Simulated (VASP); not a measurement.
Here is a VASP 6.6.1 calculation.

Contents of INCAR:

```
PREC     = Accurate       # precision mode
ENCUT    = 520            # plane-wave cutoff, eV
EDIFF    = 1E-6           # SCF threshold, eV
ISMEAR   = -1             # smearing method
SIGMA    = 0.1            # smearing width, eV
LREAL    = F              # projectors in reciprocal space
LASPH    = T              # aspherical terms in the spheres
NELM     = 60             # most SCF steps
ALGO     = Fast           # electronic algorithm
ISIF     = 2              # what is computed and relaxed
LWAVE    = F              # write WAVECAR
LCHARG   = T              # write CHGCAR
GGA      = CA             # functional
LELF     = T              # ELF
LVHAR    = T            
NBANDS   = 12             # bands
```

KPOINTS

```
regular mesh
0
Gamma
  16 16 16
```

File POSCAR:

```
Zn
1.0
    0.0000000000      1.9176581881      1.9176581881
    1.9176581881      0.0000000000      1.9176581881
    1.9176581881      1.9176581881      0.0000000000
Zn
1
Direct
    0.0000000000      0.0000000000      0.0000000000
```

Potentials or basis: VASP PAW LDA potentials, release 64 (Zn).

Run with:

```console
$ cat potpaw_LDA.64/Zn/POTCAR > POTCAR
$ mpirun -np 1 vasp_std > vasp.out
```

Q: What does it give for the band gap on the k mesh?

A: None (metal or under the smearing width).

Q: What does it give for the pressure?

A: -3.2 GPa.
